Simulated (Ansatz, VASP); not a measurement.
# Ir (Ir wire along [100], 25 atoms a period): VASP beside Ansatz

Wanted: the spread between two codes on one cell, functional and k mesh. The structure shown is the end of the Ansatz relaxation below.

Main program and level: Ansatz 0.2.0; plane waves, with VASP 6.6.1 beside it; single point at PBE.

**1. The starting structure**

The cell holds 25 atoms: 25 Ir. Its edges and angles: a = 14.540 Å, b = 14.540 Å, c = 3.753 Å, α = 90.0°, β = 90.0°, γ = 90.0°. Vacuum lies along a and b. The structure's axis is c.

**2. Ansatz: relaxation, PBE**

Ansatz runs on its PAW soft_1 files.

This run makes the geometry at which the two programs are then compared.

The input, input.yaml:

```yaml
crystal:
  lattice:
    - [14.54, 0.0, 0.0]
    - [0.0, 14.54, 0.0]
    - [0.0, 0.0, 3.87]
  atoms:
    - { symbol: Ir, position: [0.233837689, 0.233837689, 0.0] }
    - { symbol: Ir, position: [0.233837689, 0.5, 0.0] }
    - { symbol: Ir, position: [0.233837689, 0.766162311, 0.0] }
    - { symbol: Ir, position: [0.366918845, 0.366918845, 0.0] }
    - { symbol: Ir, position: [0.366918845, 0.633081155, 0.0] }
    - { symbol: Ir, position: [0.5, 0.233837689, 0.0] }
    - { symbol: Ir, position: [0.5, 0.5, 0.0] }
    - { symbol: Ir, position: [0.5, 0.766162311, 0.0] }
    - { symbol: Ir, position: [0.633081155, 0.366918845, 0.0] }
    - { symbol: Ir, position: [0.633081155, 0.633081155, 0.0] }
    - { symbol: Ir, position: [0.766162311, 0.233837689, 0.0] }
    - { symbol: Ir, position: [0.766162311, 0.5, 0.0] }
    - { symbol: Ir, position: [0.766162311, 0.766162311, 0.0] }
    - { symbol: Ir, position: [0.233837689, 0.366918845, 0.5] }
    - { symbol: Ir, position: [0.233837689, 0.633081155, 0.5] }
    - { symbol: Ir, position: [0.366918845, 0.233837689, 0.5] }
    - { symbol: Ir, position: [0.366918845, 0.5, 0.5] }
    - { symbol: Ir, position: [0.366918845, 0.766162311, 0.5] }
    - { symbol: Ir, position: [0.5, 0.366918845, 0.5] }
    - { symbol: Ir, position: [0.5, 0.633081155, 0.5] }
    - { symbol: Ir, position: [0.633081155, 0.233837689, 0.5] }
    - { symbol: Ir, position: [0.633081155, 0.5, 0.5] }
    - { symbol: Ir, position: [0.633081155, 0.766162311, 0.5] }
    - { symbol: Ir, position: [0.766162311, 0.366918845, 0.5] }
    - { symbol: Ir, position: [0.766162311, 0.633081155, 0.5] }
kpoints:
  mp_grid: { grid: [1, 1, 21] }
scf:
  occupations: { method: fermi_dirac, width: 0.05 }
hamiltonian:
  xc: pbe
  pseudopotentials: { kind: paw, azcp: { folder: soft_1 } }
relax:
  cell: { fix: [a, b, alpha, beta, gamma] }
  max_steps: 45
  f_tol: 0.03
```

Command:

```bash
> ansatz run input.yaml --threads 16 --pin off --max-ram 61440MiB --backend cuda --events-out ev --progress --plain --runs-dir out --max-vram 78GiB
```

Numbers of over 12 decimals in the logs are rounded to 6 here.

The log of the run:

```text
Engine: ansatz 0.2.0, aarch64-unknown-linux-gnu
Pseudopotentials: kind: paw
Pseudopotential: Ir, paw, valence charge 17, recommended cutoff 420 eV (normal), soft_1/Ir.paw.azcp
Functional definition: PBE
  parameter kappa = 0.804
  parameter beta = 0.066725
  exchange = pbe_x(kappa = kappa, mu = beta*pi^2/3)
  correlation = pbe_c(beta = beta)
[...]
Crystal: 25 atoms, lattice volume = 818.163 Å³
Basis set: ecut = 420 eV, 16025 PW (Γ), exchange–correlation on 200×200×54 points (8 copies of the dense FFT grid, shifted against one another)
Bands: 255, of which v1, the nominal top of the filled ones, is band 213 counted from 1 (212 counted from 0)
Symmetry: 16 space group operations
Space group: P4/mmm (ITA 123), of the structure as read, at distance tolerance 9.4e-5 Å
k-points: 11 of 21
Non-local potential: Ir, projectors of the file, l = 0: 3, l = 1: 2, l = 2: 2, l = 3: 1
PAW form: soft (Blöchl's): semilocal exchange-correlation on the pseudo side does not see the compensation charge
PAW one-centre angular grid: Ir, 590 points (default); XC on 64 Gauss nodes
Initial density: superposition of atomic densities (neutral atoms: chi_scale 0, normalization atom)
Initial wavefunctions: pseudopotential atomic-orbital guess
[...]
Functional: x = pbe(κ = 0.804, μ = 0.219515), c = pbe(β = 0.066725)
SCF iter   1: F=—  HF=-298397.183241 eV  |F-HF|=—  |Δ(HF+E_count)|=         —  Δρ=3.65e-2  dr2=2.03e1  ethr=3.10e-3  ⟨swp⟩=7.0  Hψ=11217  notcnv=0  defer=61
preconditioner: auto → LDOS  [metal: Δε(μ)=0.009 eV  Ē_g=5.361 eV  σ=0.050 eV  W_gap=0.04  n_scr=214 (ndim 8)  ℏωp=19.5 eV  f_vac=0.420  D(μ)=34.06/eV (n_scr^D=306)  β→1.0]
SCF iter   2: F=—  HF=-298397.923975 eV  |F-HF|=—  |Δ(HF+E_count)|=   7.41e-1  Δρ=3.88e-2  dr2=2.63e1  ethr=3.10e-3  ⟨swp⟩=3.0  Hψ=7023  notcnv=0  defer=142
[...]
SCF iter  12: F=-298392.280964 eV  HF=-298392.280964 eV  |F-HF|=5.18e-9  |Δ(HF+E_count)|=   1.49e-8  Δρ=8.46e-7  dr2=1.09e-8  ethr=2.35e-11  ⟨swp⟩=5.0  Hψ=9084  notcnv=0
SCF 1 converged in 12 iterations: F = -298392.280964 eV  dr2 = 1.09e-8
  greatest PAW one-centre occupation: 1.000 electrons in one spin orbital (limit 2), on the Ir atom at site 21 (counted from 0), in its partial waves of l = 0
relax step   1: F+E_penalty+E_count = -298392.28096420 eV  Δ(F+E_penalty+E_count) = +0.000e0 eV  max|allowed force component| = 1.432e0 eV/Å  Δτ_max = 0.0000 Å  P = -8.053 GPa  Ω = 818.163 Å³  fix = [a, b, alpha, beta, gamma]  reactions: a -7.226, b -7.226 GPa  (12 SCF iters, dr2 threshold 1.00e-7 eV, accepted)
[...]
Crystal: 25 atoms, lattice volume = 778.270 Å³
Basis set: ecut = 420 eV, 15177 PW (Γ), exchange–correlation on 200×200×54 points (8 copies of the dense FFT grid, shifted against one another)
[...]
iter 1 solved again at ethr=2.56e-3 eV; its pass at ethr=3.10e-3 eV (dr2=1.09e1 eV) is discarded
SCF iter   1: F=—  HF=-298393.862395 eV  |F-HF|=—  |Δ(HF+E_count)|=         —  Δρ=1.87e-2  dr2=1.09e1  ethr=2.56e-3  ⟨swp⟩=1.6  Hψ=13398  notcnv=0
preconditioner: auto → LDOS  [metal: Δε(μ)=0.002 eV  Ē_g=5.848 eV  σ=0.050 eV  W_gap=0.01  n_scr=198 (ndim 8)  ℏωp=20.0 eV  f_vac=0.448  D(μ)=35.88/eV (n_scr^D=330)  β→1.0]
SCF iter   2: F=—  HF=-298393.809595 eV  |F-HF|=—  |Δ(HF+E_count)|=   5.28e-2  Δρ=1.13e-2  dr2=1.90e0  ethr=2.56e-3  ⟨swp⟩=2.2  Hψ=4450  notcnv=0
[...]
SCF iter   8: F=-298393.371174 eV  HF=-298393.371175 eV  |F-HF|=5.85e-7  |Δ(HF+E_count)|=   1.68e-6  Δρ=7.55e-6  dr2=9.44e-7  ethr=5.88e-10  ⟨swp⟩=5.0  Hψ=10247  notcnv=0
SCF 2 converged in 8 iterations: F = -298393.371174 eV  dr2 = 9.44e-7
  greatest PAW one-centre occupation: 1.000 electrons in one spin orbital (limit 2), on the Ir atom at site 9 (counted from 0), in its partial waves of l = 0
relax step   2: F+E_penalty+E_count = -298393.37117398 eV  Δ(F+E_penalty+E_count) = -1.090e0 eV  max|allowed force component| = 1.252e0 eV/Å  Δτ_max = 0.1750 Å  P = +5.681 GPa  Ω = 778.270 Å³  energy of the carried Pulay correction = +8.630e-3 eV  fix = [a, b, alpha, beta, gamma]  reactions: a +4.951, b +4.951 GPa  (8 SCF iters, dr2 threshold 2.50e-6 eV, accepted)
[...]
Crystal: 25 atoms, lattice volume = 796.271 Å³
[...]
iter 1 solved again at ethr=5.73e-4 eV; its pass at ethr=3.10e-3 eV (dr2=2.43e0 eV) is discarded
[...]
SCF 3 converged in 8 iterations: F = -298394.122177 eV  dr2 = 3.38e-7
[...]
SCF 4 converged in 6 iterations: F = -298394.166784 eV  dr2 = 1.83e-6
[...]
SCF 5 converged in 6 iterations: F = -298394.167699 eV  dr2 = 2.66e-8
[...]
SCF 6 converged in 7 iterations: F = -298394.161493 eV  dr2 = 1.96e-11
[...]
SCF converged after 7 iterations
[...]
k-point 10: bands = ["-84.4854", "-84.4850", "-84.4850", "-84.4849", "-84.3254", "-84.3154", "-84.3154", "-84.3056", "-84.1733", "-83.6081", "-83.6081", "-83.6081", "-83.6081", "-83.5935", "-83.5935", "-83.5935", "-83.5935", "-83.5621", "-83.5621", "-83.5621", "-83.5620", "-83.0002", "-83.0002", "-83.0002", "-83.0002", "-41.5487", "-41.5415", "-41.5415", "-41.4924", "-41.4497", "-41.4497", "-41.4427", "-41.4187", " [...]
--- Relaxed structure (5 steps of the walk, 5 accepted, 1 SCFs on fresh bases) ---
  F+E_penalty+E_count = -298394.16149346 eV   max|allowed force component| = 8.886e-3 eV/Å   (the final SCF, on the basis selected at the relaxed cell)
  cell:  # Å, volume = 793.4563 Å³
    - [14.54, 0.0, 0.0]
    - [0.0, 14.54, 0.0]
    - [0.0, 0.0, 3.753135]
  atoms:
    - { symbol: Ir, position: [0.240292, 0.240292, 0.0] }
    - { symbol: Ir, position: [0.238547, 0.5, 0.0] }
    - { symbol: Ir, position: [0.240292, 0.759708, 0.0] }
    - { symbol: Ir, position: [0.366128, 0.366128, 0.0] }
    - { symbol: Ir, position: [0.366128, 0.633872, 0.0] }
    - { symbol: Ir, position: [0.5, 0.238547, 0.0] }
    - { symbol: Ir, position: [0.5, 0.5, 0.0] }
    - { symbol: Ir, position: [0.5, 0.761453, 0.0] }
    - { symbol: Ir, position: [0.633872, 0.366128, 0.0] }
    - { symbol: Ir, position: [0.633872, 0.633872, 0.0] }
    - { symbol: Ir, position: [0.759708, 0.240292, 0.0] }
    - { symbol: Ir, position: [0.761453, 0.5, 0.0] }
    - { symbol: Ir, position: [0.759708, 0.759708, 0.0] }
    - { symbol: Ir, position: [0.237896, 0.367352, 0.5] }
    - { symbol: Ir, position: [0.237896, 0.632648, 0.5] }
    - { symbol: Ir, position: [0.367352, 0.237896, 0.5] }
    - { symbol: Ir, position: [0.366981, 0.5, 0.5] }
    - { symbol: Ir, position: [0.367352, 0.762104, 0.5] }
    - { symbol: Ir, position: [0.5, 0.366981, 0.5] }
    - { symbol: Ir, position: [0.5, 0.633019, 0.5] }
    - { symbol: Ir, position: [0.632648, 0.237896, 0.5] }
    - { symbol: Ir, position: [0.633019, 0.5, 0.5] }
    - { symbol: Ir, position: [0.632648, 0.762104, 0.5] }
    - { symbol: Ir, position: [0.762104, 0.367352, 0.5] }
    - { symbol: Ir, position: [0.762104, 0.632648, 0.5] }
```

(Continued in part 2 of 2.)

[Lines on the potential files, build, host, timing and source positions are cut from VASP's logs without a mark.]

[Logs are printed without paths, hosts, clocks, repeated set-up lines and the standing remarks that a program may print on its own settings, such as how far it seeks lower states.]

[Hosts, paths, dates, database ids (printed as entryN), source tags and the programs' standing remarks are cut or masked in the printed files.]
